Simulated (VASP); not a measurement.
# GeN (Cmmm) in VASP: notebook

Aim: see how the results for GeN move with the level of theory and the settings. Levels: PBEsol, r2SCAN. Tasks: relaxation of cell and atoms, single point.

All numbers are computed with VASP 6.6.1; they aren't measurements. Logs are shortened: lines on timing, memory, paths and dates and some standing lists are left out, and cuts for length are marked.

## Step 1: Starting point

Symmetry: Cmmm, No. 65, orthorhombic system. Conventional cell: a = 5.136 Å, b = 6.148 Å, c = 3.113 Å, α = 90.00°, β = 90.00°, γ = 90.00°. Ge (site symmetry 2/m) is surrounded by 4 N at 2.26 Å and 2 Ge at 2.57 Å. N (site symmetry 2mm) is surrounded by 1 N at 1.42 Å.

The cell was built by a generator and needn't be a form met in nature.

## Step 2: Relaxation of cell and atoms, PBEsol, spin-orbit coupling, no magnetisation

The input, run.py:

```python
from ase.calculators.vasp import Vasp
from ase.filters import FrechetCellFilter
from ase.io import read
from ase.optimize import BFGS

atoms = read('POSCAR')
calc = Vasp(
    directory='calc',
    xc='pbesol',
    pp='PBE',
    setups={'base': 'minimal', 'Ge': '_d', 'N': '_s'},
    prec='Accurate',
    encut=400,
    ediff=1e-07,
    ismear=0,
    sigma=0.05,
    lreal=False,
    lasph=True,
    nelm=100,
    algo='Fast',
    isif=2,
    lwave=False,
    lcharg=False,
    lorbit=11,
    lsorbit=True,
    gga_compat=False,
    kpts=[5, 5, 7],
    gamma=True,
)
atoms.calc = calc
opt = BFGS(FrechetCellFilter(atoms), trajectory='relax.traj')
converged = opt.run(fmax=0.01, steps=40)
print('converged:', converged)

print('energy (eV):', atoms.get_potential_energy())
print('free energy (eV):', atoms.get_potential_energy(force_consistent=True))
print('forces (eV/A):')
print(atoms.get_forces())
print('stress (eV/A^3, Voigt):', atoms.get_stress())
print('Fermi level (eV):', calc.get_fermi_level())
print('cell (A, degrees):', atoms.cell.cellpar())
print('volume (A^3):', atoms.get_volume())
print('scaled positions:')
print(atoms.get_scaled_positions())
```

The input, POSCAR:

```
GeN
1.0
    2.5680100000     -3.0739300000      0.0000000000
    2.5680100000      3.0739300000      0.0000000000
    0.0000000000      0.0000000000      3.1134900000
Ge N
2 2
Direct
    0.0000000000      0.5000000000      0.5000000000
    0.5000000000      0.0000000000      0.5000000000
    0.6386100000      0.6386100000      0.0000000000
    0.3613900000      0.3613900000      0.0000000000
```

Potentials or basis: VASP PAW PBE potentials, release 64 (Ge_d, N_s).

Launch:

```console
$ python run.py
```

Standard output:

```text
Step     Time          Energy          fmax
BFGS:    0 --:--:--      -24.998501        0.479824
BFGS:    1 --:--:--      -25.008705        0.462955
BFGS:    2 --:--:--      -25.039365        0.497873
BFGS:    3 --:--:--      -25.049055        0.426231
BFGS:    4 --:--:--      -25.053307        0.269112
BFGS:    5 --:--:--      -25.055700        0.073195
BFGS:    6 --:--:--      -25.056042        0.062880
BFGS:    7 --:--:--      -25.057022        0.062686
BFGS:    8 --:--:--      -25.057244        0.045185
BFGS:    9 --:--:--      -25.057189        0.012095
BFGS:   10 --:--:--      -25.057137        0.005142
converged: True
energy (eV): -25.05688258
free energy (eV): -25.05713724
forces (eV/A):
[[ 0.00000e+00 -0.00000e+00  0.00000e+00]
 [ 0.00000e+00 -0.00000e+00  0.00000e+00]
 [ 1.39704e-03 -1.09000e-06  8.60000e-07]
 [-1.39704e-03  1.09000e-06 -8.60000e-07]]
stress (eV/A^3, Voigt): [-4.61533760e-05 -2.16617522e-04  4.45058211e-04 -6.05426385e-08
 -2.74813647e-08 -1.60631479e-07]
Fermi level (eV): 8.05384583
cell (A, degrees): [  3.92004545   3.92004545   3.05823656  90.0000045   89.99999101
 100.43965226]
volume (A^3): 46.217232262768626
scaled positions:
[[1.00000000e+00 5.00000000e-01 5.00000000e-01]
 [5.00000000e-01 3.06616154e-16 5.00000000e-01]
 [6.45287845e-01 6.45287861e-01 9.99999945e-01]
 [3.54712155e-01 3.54712139e-01 5.51468928e-08]]
```

OUTCAR:

```text
ENCUT = 400.000000
   EDIFF = 1.00e-07
   GGA = PS
   PREC = Accurate
   ISIF = 2
   ISMEAR = 0
   LORBIT = 11
   NELM = 100
   LASPH = .TRUE.
   LSORBIT = .TRUE.
   LREAL = .FALSE.

 ion  position               nearest neighbor table
   1  0.000  0.500  0.500-   4 2.21   3 2.21   4 2.21   3 2.21   2 2.51   2 2.51
   2  0.500  0.000  0.500-   3 2.21   4 2.21   3 2.21   4 2.21   1 2.51   1 2.51
   3  0.645  0.645  1.000-   4 1.46   1 2.21   2 2.21   2 2.21   1 2.21
   4  0.355  0.355  0.000-   3 1.46   1 2.21   2 2.21   2 2.21   1 2.21

  LATTYP: Found a base centered orthorhombic cell.
 ALAT       =     5.0164336423
 B/A-ratio  =     1.2010821426
 C/A-ratio  =     0.6096435796

  Lattice vectors:

 A1 = (   2.5082168192,  -3.0125744315,   0.0000003078)
 A2 = (   2.5082168231,   3.0125744358,  -0.0000001540)
 A3 = (   0.0000000936,  -0.0000002339,   3.0582365624)

Analysis of symmetry for initial positions (statically):
=====================================================================
 Subroutine PRICEL returns:
 Original cell was already a primitive cell.

 Routine SETGRP: Setting up the symmetry group for a
 base centered orthorhombic supercell.

 Subroutine GETGRP returns: Found  8 space group operations
 (whereof  8 operations were pure point group operations)
 out of a pool of  8 trial point group operations.

The static configuration has the point symmetry D_2h.

Analysis of symmetry for dynamics (positions and initial velocities):
=====================================================================
 Subroutine PRICEL returns:
 Original cell was already a primitive cell.

 Routine SETGRP: Setting up the symmetry group for a
 base centered orthorhombic supercell.

 Subroutine GETGRP returns: Found  8 space group operations
 (whereof  8 operations were pure point group operations)
 out of a pool of  8 trial point group operations.

The dynamic configuration has the point symmetry D_2h.

Analysis of structural, dynamic, and magnetic symmetry:
=====================================================================
 Subroutine PRICEL returns:
 Original cell was already a primitive cell.

 Routine SETGRP: Setting up the symmetry group for a
 base centered orthorhombic supercell.

 Subroutine GETGRP returns: Found  2 space group operations
 (whereof  2 operations were pure point group operations)
 out of a pool of  8 trial point group operations.

The overall configuration has the point symmetry S_2 .

 Subroutine INISYM returns: Found  2 space group operations
 (whereof  2 operations are pure point group operations),
 and found     1 'primitive' translations

----------------------------------------------------------------------------------------

                                     Primitive cell

  volume of cell :      46.2172

[... 138 lines left out ...]
  ext. energy  EPLUGINS =         0.00000000
  ---------------------------------------------------
  free energy    TOTEN  =       -25.05713724 eV

  energy without entropy =      -25.05662792  energy(sigma->0) =      -25.05688258

 E-fermi :   8.0538     XC(G=0): -12.2045

 val. band max:        8.0429391877   @ k =   0.4000   0.4000  -0.0000
 cond. band min:       8.1212758387   @ k =   0.0000   0.0000   0.0000
 fundamental gap:      0.0783366510
 Fermi energy:         8.0538458346

 k-point     1 :       0.0000    0.0000    0.0000
  band No.  band energies     occupation
      1     -17.0592      1.00000
      2     -17.0592      1.00000
      3     -17.0555      1.00000
      4     -17.0555      1.00000
      5     -17.0310      1.00000
      6     -17.0310      1.00000
[... 1261 lines left out ...]
     49      15.5375      0.00000
     50      15.7864      0.00000

 [... further k-points ...]

------------------------ aborting loop because EDIFF is reached ----------------------------------------

  FORCE on cell =-STRESS in cart. coord.  units (eV):
  Direction    XX          YY          ZZ          XY          YZ          ZX
  --------------------------------------------------------------------------------------
  -------------------------------------------------------------------------------------
  Total        0.0021331      0.0100115     -0.0205693      0.0000075      0.0000028      0.0000013
  in kB        0.0739459      0.3470595     -0.7130619      0.0002595      0.0000970      0.0000440
  external PRESSURE =      -0.0973522 kB  Pullay stress =       0.0000000 kB

 VOLUME and BASIS-vectors are now :
 -----------------------------------------------------------------------------
  energy-cutoff  :      400.00
  volume of cell :       46.22
      direct lattice vectors                 reciprocal lattice vectors
     2.508216819 -3.012574432  0.000000308     0.199344808 -0.165971003 -0.000000019
     2.508216823  3.012574436 -0.000000154     0.199344808  0.165971003  0.000000007
     0.000000094 -0.000000234  3.058236562    -0.000000010  0.000000025  0.326985823

 POSITION                                       TOTAL-FORCE (eV/Angst)
 -----------------------------------------------------------------------------------
      1.25411      1.50629      1.52912         0.000000     -0.000000      0.000000
      1.25411     -1.50629      1.52912         0.000000     -0.000000      0.000000
      3.23704     -0.00000      3.05824         0.001397     -0.000001      0.000001
      1.77939     -0.00000      0.00000        -0.001397      0.000001     -0.000001
 -----------------------------------------------------------------------------------
    total drift:                                0.000000     -0.000000      0.000000

  FREE ENERGIE OF THE ION-ELECTRON SYSTEM (eV)
  ---------------------------------------------------
  free  energy   TOTEN  =       -25.0571372393 eV

  energy  without entropy=      -25.0566279216  energy(sigma->0) =      -25.05688258

 Spin-Orbit-Coupling matrix elements

 Ion:    1  E_soc:     -0.0153157
 l=   1
     0.0000000    -0.0013028    -0.0017939
    -0.0013028     0.0000000    -0.0018093
    -0.0017939    -0.0018093     0.0000000
 l=   2
     0.0000000    -0.0001810     0.0000000    -0.0001899    -0.0007375
    -0.0001810     0.0000000    -0.0005432    -0.0001811    -0.0001816
     0.0000000    -0.0005432     0.0000000    -0.0005569     0.0000000
    -0.0001899    -0.0001811    -0.0005569     0.0000000    -0.0001806
    -0.0007375    -0.0001816     0.0000000    -0.0001806     0.0000000
 l=   3
     0.0000000     0.0000000     0.0000000     0.0000000     0.0000000     0.0000000     0.0000000
     0.0000000     0.0000000     0.0000000     0.0000000     0.0000000     0.0000000     0.0000000
     0.0000000     0.0000000     0.0000000     0.0000000     0.0000000     0.0000000     0.0000000
     0.0000000     0.0000000     0.0000000     0.0000000     0.0000000     0.0000000     0.0000000
[... 49 lines left out ...]
 l=   2
     0.0000000     0.0000000     0.0000000     0.0000000     0.0000000
     0.0000000     0.0000000     0.0000000     0.0000000     0.0000000
     0.0000000     0.0000000     0.0000000     0.0000000     0.0000000
     0.0000000     0.0000000     0.0000000     0.0000000     0.0000000
     0.0000000     0.0000000     0.0000000     0.0000000     0.0000000
 l=   3
     0.0000000     0.0000000     0.0000000     0.0000000     0.0000000     0.0000000     0.0000000
     0.0000000     0.0000000     0.0000000     0.0000000     0.0000000     0.0000000     0.0000000
     0.0000000     0.0000000     0.0000000     0.0000000     0.0000000     0.0000000     0.0000000
     0.0000000     0.0000000     0.0000000     0.0000000     0.0000000     0.0000000     0.0000000
     0.0000000     0.0000000     0.0000000     0.0000000     0.0000000     0.0000000     0.0000000
     0.0000000     0.0000000     0.0000000     0.0000000     0.0000000     0.0000000     0.0000000
     0.0000000     0.0000000     0.0000000     0.0000000     0.0000000     0.0000000     0.0000000

 total charge

# of ion       s       p       d       tot
------------------------------------------
    1        1.164   1.024  10.136  12.324
    2        1.164   1.024  10.136  12.324
    3        1.634   3.279   0.000   4.913
    4        1.634   3.279   0.000   4.913
--------------------------------------------------
tot          5.595   8.607  20.272  34.474

 magnetization (x)

# of ion       s       p       d       tot
------------------------------------------
    1       -0.000  -0.000   0.000  -0.000
    2       -0.000  -0.000   0.000  -0.000
    3        0.000   0.000   0.000   0.000
    4        0.000   0.000   0.000   0.000
--------------------------------------------------
tot          0.000   0.000   0.000   0.000

 magnetization (y)

# of ion       s       p       d       tot
------------------------------------------
    1       -0.000  -0.000   0.000  -0.000
    2       -0.000  -0.000   0.000  -0.000
    3        0.000   0.000   0.000   0.000
    4        0.000   0.000   0.000   0.000
--------------------------------------------------
tot          0.000   0.000   0.000   0.000

 magnetization (z)

# of ion       s       p       d       tot
------------------------------------------
    1       -0.000  -0.000   0.000  -0.000
    2       -0.000  -0.000   0.000  -0.000
    3        0.000   0.000   0.000   0.000
    4        0.000   0.000   0.000   0.000
--------------------------------------------------
tot          0.000   0.000   0.000   0.000
```

INCAR:

```text
ENCUT = 400.000000
SIGMA = 0.050000
EDIFF = 1.00e-07
ALGO = Fast
GGA = PS
PREC = Accurate
ISIF = 2
ISMEAR = 0
LORBIT = 11
NELM = 100
LASPH = .TRUE.
LCHARG = .FALSE.
LWAVE = .FALSE.
LSORBIT = .TRUE.
GGA_COMPAT = .FALSE.
LREAL = .FALSE.
```

It took 59 min on 1 thread of Intel Xeon Platinum 8488C (Sapphire Rapids), shared host; peak memory 0.33 GiB.

These settings aren't checked as converged (typed here: ENCUT = 400; k = 5 × 5 × 7): the numbers below hold their error.

What came out:

```
Free energy                                           : -25.0571 eV
Relaxed volume                                        : 11.55 Å³/atom
Relaxed cell                                          : a = 3.920 Å, b = 3.920 Å, c = 3.058 Å, α = 90.00°, β = 90.00°, γ = 100.44°
Space group after relaxing (to 0.05 Å)                : Cmmm (No. 65)
Energy gained by relaxing                             : 14.7 meV/atom
Ionic steps                                           : 11
Pressure after relaxing                               : 0.0 GPa
Valence electrons inside the program's atomic spheres : Ge 12.32; N 4.91
```

Caveat: the PAW data sets were made with another functional, which shifts forces and pressure a little.

## Step 3: Single point, r2SCAN (volume scaled by 0.8)

The input, run.py:

```python
from ase.calculators.vasp import Vasp
from ase.dft.bandgap import bandgap
from ase.io import read

atoms = read('GeN.cif')
calc = Vasp(
    directory='calc',
    xc='r2scan',
    pp='PBE',
    setups={'base': 'minimal', 'Ge': '_h', 'N': '_h'},
    prec='Accurate',
    encut=900,
    ediff=1e-06,
    ismear=-5,
    sigma=0.05,
    lreal=False,
    lasph=True,
    nelm=100,
    algo='Normal',
    isif=2,
    lwave=False,
    lcharg=False,
    lmixtau=True,
    kpts=[7, 7, 9],
    gamma=True,
)
atoms.calc = calc

print('energy (eV):', atoms.get_potential_energy())
print('free energy (eV):', atoms.get_potential_energy(force_consistent=True))
print('forces (eV/A):')
print(atoms.get_forces())
print('stress (eV/A^3, Voigt):', atoms.get_stress())
print('Fermi level (eV):', calc.get_fermi_level())
gap, top, bottom = bandgap(calc)
print('band gap (eV):', gap, 'from (spin, k, band)', top, 'to', bottom)
```

The input, GeN.cif:

```cif
data_GeN
_cell_length_a 3.71834098
_cell_length_b 3.71834098
_cell_length_c 2.89030808
_cell_angle_alpha 90.00000000
_cell_angle_beta 90.00000000
_cell_angle_gamma 100.24816252
_space_group_name_H-M_alt 'P1'
_space_group_name_Hall 'P 1'
_space_group_IT_number 1
loop_
_space_group_symop_operation_xyz
'x,y,z'
loop_
_atom_site_label
_atom_site_type_symbol
_atom_site_symmetry_multiplicity
_atom_site_Wyckoff_symbol
_atom_site_fract_x
_atom_site_fract_y
_atom_site_fract_z
_atom_site_occupancy
Ge1 Ge 1 a 0.0000000000 0.5000000000 0.5000000000 1
Ge2 Ge 1 a 0.5000000000 0.0000000000 0.5000000000 1
N1 N 1 a 0.6386100000 0.6386100000 0.0000000000 1
N2 N 1 a 0.3613900000 0.3613900000 0.0000000000 1
```

Potentials or basis: VASP PAW PBE potentials, release 64 (Ge_h, N_h).

Launch:

```console
$ python run.py
```

Wall time 5.6 min (1 thread of Intel Xeon Platinum 8488C (Sapphire Rapids), shared host); peak memory 0.29 GiB.

It converged, with:

* Free energy: -42.3725 eV
* Pressure: 42.9 GPa
* Largest force: 4.347 eV/Å
* Band gap on the k mesh: none (metal or under the smearing width)

Forces on the atoms (eV/Å):
```
Ge   0.000  0.000  0.000
Ge   0.000  0.000  0.000
N    2.787  3.336  0.000
N   -2.787 -3.336  0.000
```

Stress tensor (GPa, compression positive):
```
44.55  9.18  0.00
 9.18 47.87  0.00
 0.00  0.00 36.26
```

Levels at points of the mesh, in eV from the Fermi level:
| k point | band 15 | band 16 | band 17 | band 18 | band 19 | band 20 | band 21 | band 22 | band 23 |
| --- | --- | --- | --- | --- | --- | --- | --- | --- | --- |
| (0.00, 0.00, 0.00) | -7.88 | -7.19 | -3.20 | -2.49 | 0.12 | 5.07 | 5.65 | 6.55 | 7.07 |

Caveat: the cutoff is under 1.25 times the usual one of these potentials, so pressure, stress and relaxed cells hold a basis-set (Pulay) error; the PAW data sets were made with another functional, which shifts forces and pressure a little.
